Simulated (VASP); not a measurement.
Output of a VASP run:

**OSZICAR**
```
       N       E                     dE             d eps       ncg     rms          rms(c)
DAV:   1     0.747105898812E+02    0.74711E+02   -0.65163E+03  7002   0.159E+03
DAV:   2     0.363271077366E+01   -0.71078E+02   -0.70200E+02  7068   0.288E+02
DAV:   3     0.707992308206E+00   -0.29247E+01   -0.29122E+01  8076   0.663E+01
DAV:   4     0.638419011683E+00   -0.69573E-01   -0.69552E-01  8802   0.107E+01
DAV:   5     0.635364827670E+00   -0.30542E-02   -0.30541E-02  8562   0.182E+00    0.149E+00
DAV:   6     0.651135973377E+00    0.15771E-01   -0.31282E-02  8120   0.367E+00    0.752E-01
DAV:   7     0.654218181591E+00    0.30822E-02   -0.93918E-03  8360   0.182E+00    0.204E-01
DAV:   8     0.654409046822E+00    0.19087E-03   -0.60740E-04  7722   0.483E-01    0.266E-02
DAV:   9     0.654403610977E+00   -0.54358E-05   -0.15661E-05  9616   0.595E-02    0.135E-02
DAV:  10     0.654400093946E+00   -0.35170E-05   -0.42773E-06  7484   0.188E-02    0.177E-03
DAV:  11     0.654400094906E+00    0.95997E-09   -0.52108E-08  5502   0.306E-03
   1 F= 0.65440009E+00 E0= 0.65440368E+00  d E =0.654400E+00
       N       E                     dE             d eps       ncg     rms          rms(c)
DAV:   1     0.654356596298E+00   -0.43498E-04   -0.13458E-03  7940   0.402E-01    0.320E-02
DAV:   2     0.654378541125E+00    0.21945E-04   -0.32029E-05 10218   0.118E-01    0.212E-02
DAV:   3     0.654392266766E+00    0.13726E-04   -0.16112E-05  8638   0.120E-01    0.475E-03
DAV:   4     0.654392093940E+00   -0.17283E-06   -0.22397E-06  7730   0.172E-02    0.583E-03
DAV:   5     0.654392108406E+00    0.14466E-07   -0.55965E-08  3930   0.385E-03
   2 F= 0.65439211E+00 E0= 0.65439430E+00  d E =-.798650E-05
```

File OUTCAR:
```
------------------------ aborting loop because EDIFF is reached ----------------------------------------
  FORCE on cell =-STRESS in cart. coord.  units (eV):
  Direction    XX          YY          ZZ          XY          YZ          ZX
  --------------------------------------------------------------------------------------
  Total       -0.3232344     -0.3232344     -0.3106310      0.0000000      0.0000000      0.0000000
  in kB      -17.8000645    -17.8000645    -17.1060168      0.0000000      0.0000000      0.0000000
  external PRESSURE =     -17.5687153 kB  Pullay stress =       0.0000000 kB
  volume of cell :       29.09
      direct lattice vectors                 reciprocal lattice vectors
    -1.665779517  1.665779517  2.621268453     0.000000000  0.300159772  0.190747346
     1.665779517 -1.665779517  2.621268453     0.300159772  0.000000000  0.190747346
     1.665779517  1.665779517 -2.621268453     0.300159772  0.300159772  0.000000000
 POSITION                                       TOTAL-FORCE (eV/Angst)
 -----------------------------------------------------------------------------------
      0.00000      0.00000      5.24254        -0.000000     -0.000000     -0.000000
 -----------------------------------------------------------------------------------
    total drift:                                0.000000     -0.000000      0.000000
  FREE ENERGIE OF THE ION-ELECTRON SYSTEM (eV)
  ---------------------------------------------------
  free  energy   TOTEN  =         0.6543921084 eV

  energy  without entropy=        0.6543986927  energy(sigma->0) =        0.65439430

 reached required accuracy - stopping structural energy minimisation
```
(Selected blocks of OUTCAR.)

File POSCAR:
```
In
1
   -1.6662266190     1.6662266190     2.6198619020
    1.6662266190    -1.6662266190     2.6198619020
    1.6662266190     1.6662266190    -2.6198619020
In
1
Direct
  0.0000000000   0.0000000000   0.0000000000
```

Problem. Reconstruct the remaining input files.

Solution. Several could match; the one computed here: the input of the run itself, optB88-vdW, plane waves, VASP's PBE PAW potentials (set 64).

**KPOINTS**
```
Automatic mesh
0
Gamma
16 16 16
0 0 0
```

**INCAR**
```
IBRION = 2   ! conjugate gradients
LMAXMIX = 4   ! l cut-off of mixed one-centre charges
SYSTEM = In
NSW = 30   ! most ionic steps
LUSE_VDW = .True.
LREAL = .False.   ! projection in real space or not
ALGO = Normal
LCHARG = .False.
AGGAC = 0.0
NELM = 100
LWAVE = .False.
ISIF = 4   ! ions and shape, fixed volume
PREC = Accurate
GGA = BO
PARAM2 = 0.22
ENCUT = 520
EDIFF = 1E-7
PARAM1 = 0.1833333333
LASPH = .True.   ! aspherical one-centre terms
SIGMA = 0.1   ! width (eV)
ISMEAR = 1   ! Methfessel-Paxton
EDIFFG = -0.01
```

POTCAR, in this order: In_d (PBE.64 set). Program: vasp_std.

The compound is In in the bct structure. This cell is one point of a volume scan, at 1.06 of the reference volume. Symmetry was kept, so distortions that lower it aren't found.
